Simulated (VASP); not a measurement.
Crystal: Ir.

```
Ir
1.0
     0.00000    1.92696    1.92696
     1.92696    0.00000    1.92696
     1.92696    1.92696    0.00000
Ir
1
Direct
  0.00000 0.00000 0.00000
```

- Program: VASP 6.6.1
- Task: relaxation of cell and atoms
- Functional: PBEsol
- Potentials or basis: VASP PAW PBE potentials, release 64 (Ir)
- Cutoff: 580 eV
- k mesh: 18 × 18 × 18
- Occupations: gaussian, width 0.1 eV
- Spin: no spin polarisation

At the start: pressure -5.9 GPa; volume 14.31 Å³/atom.

**Question.** Where does the relaxation end?

**Answer.** Over 4 steps the energy falls by 4.2 meV/atom and the volume is 14.09 Å³/atom (-1.6 %); space group Fm-3m (No. 225, to 0.05 Å).

Step by step:
```
step  energy change (eV)  largest force (eV/Å)  pressure (GPa)  volume (Å³)
   1              0.0000                0.0000           -5.89        14.31
   2              0.0646                0.0000           27.95        13.25
   3             -0.0042                0.0000           -0.16        14.09
   4             -0.0042                0.0000           -0.01        14.09
```

Final structure:
```xyz
1
Lattice="0.0000 1.9169 1.9169 1.9169 0.0000 1.9169 1.9169 1.9169 0.0000" Properties=species:S:1:pos:R:3 pbc="T T T"
Ir    3.8338    1.9169    1.9169
```

Caveat: the PAW data sets were made with another functional, which shifts forces and pressure a little.
